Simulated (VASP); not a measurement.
# SeO: convergence, zero-field splitting by spin-spin coupling

SeO, molecule in box, 2 atoms in the cell. PBE, spin-spin zero-field splitting; PAW potentials Se, O (PBE set). VASP 6.6.1.

Wanted: D within 1 %.

Spin moment (muB): 2.

The series start from PRECFOCK: Accurate; Cutoff (eV): 400; Vacuum (Å): 8. Each series keeps the choices made before it, and each single choice may use up half of a tolerance. Times cover all steps of a run.

## PRECFOCK

| PRECFOCK | D (MHz) | Time (s) |
|---|---|---|
| Accurate | 2.014e4 | 40 |
| Normal | 2.014e4 | 34 |
| Fast | 2.037e4 | 33 |

Chosen: Accurate; no other choice that stays within half of the tolerance saves 30 % of the time.

## Cutoff (eV)

| Cutoff (eV) | D (MHz) | Time (s) |
|---|---|---|
| 300 | 1.873e4 | 24 |
| 350 | 1.965e4 | 28 |
| 400 | 2.014e4 | 40 |
| 450 | 2.036e4 | 35 |
| 520 | 2.046e4 | 44 |
| 700 (reference) | 2.046e4 | 66 |

Chosen: 450, the loosest value from which every tighter one stays within half of the tolerance.

## Vacuum (Å)

| Vacuum (Å) | D (MHz) | Time (s) |
|---|---|---|
| 6 | 2.049e4 | 18 |
| 8 | 2.036e4 | 35 |
| 10 | 2.03e4 | 80 |
| 12 | 2.028e4 | 132 |
| 15 (reference) | 2.027e4 | 265 |

Chosen: 8.

## All choices together

| Input | D (MHz) | Time (s) |
|---|---|---|
| default cutoff and precision without LASPH, at the starting vacuum (naive) | 2e4 | 16 |
| chosen settings | 2.036e4 | 35 |
| reference settings throughout | 2.037e4 | 575 |

The tolerance is met.

## The input

INCAR.step1:
```
SYSTEM = SeO
ALGO     = Normal         ! electronic algorithm
EDIFF    = 1E-6           ! SCF threshold, eV
EDIFFG   = -0.01          ! ionic threshold
ENCUT    = 450            ! plane-wave cutoff, eV
GGA      = PE             ! functional
IBRION   = 2              ! ionic algorithm
ISMEAR   = 0              ! smearing method
ISPIN    = 2              ! spin polarisation
ISYM     = 0            
LASPH    = .TRUE.         ! aspherical terms in the spheres
LCHARG   = .FALSE.        ! write CHGCAR
LMAXMIX  = 4              ! l up to which the mixer works
LORBIT   = 11             ! projections on sites
LREAL    = .FALSE.        ! projectors in reciprocal space
LWAVE    = .TRUE.         ! write WAVECAR
MAGMOM   = 1 1            ! initial moments
NBANDS   = 12             ! bands
NELM     = 200            ! most SCF steps
NSW      = 40             ! ionic steps
NUPDOWN  = 2              ! fixed moment
PREC     = Accurate       ! precision mode
SIGMA    = 0.01           ! smearing width, eV
```

INCAR.step2, as INCAR.step1 but for:
```
- EDIFF = 1E-6
- EDIFFG = -0.01
- IBRION = 2
- ISYM = 0
- LWAVE = .TRUE.
- NSW = 40
+ EDIFF = 1E-7
+ ISTART = 1
+ ISYM = 3
+ LDMATRIX = .TRUE.
+ LWAVE = .FALSE.
+ PRECFOCK = Accurate
```

KPOINTS:
```
k-points
0
Gamma
  1 1 1
```

POSCAR.step1:
```
SeO
1.0
    8.0000000000      0.0000000000      0.0000000000
    0.0000000000      8.3000000000      0.0000000000
    0.0000000000      0.0000000000     10.2500000000
Se O
1 1
Direct
    0.5000000000      0.5000000000      0.4195122000
    0.5000000000      0.5000000000      0.5804878000
```

Commands (each step's output is kept before the next begins):
```
cat potpaw_PBE.64/Se/POTCAR potpaw_PBE.64/O/POTCAR > POTCAR
cp INCAR.step1 INCAR
cp POSCAR.step1 POSCAR
mpirun -np 4 vasp_std > vasp.out
cp CONTCAR POSCAR
cp INCAR.step2 INCAR
mpirun -np 4 vasp_std > vasp.out
```

Limits: The spin-orbit part of D isn't included; images across the vacuum add a share that falls about as one over the box's volume.

The chosen input took VASP 6.6.1 35 s on 4 cores (Intel Xeon 6975P-C (Granite Rapids)), a shared host.
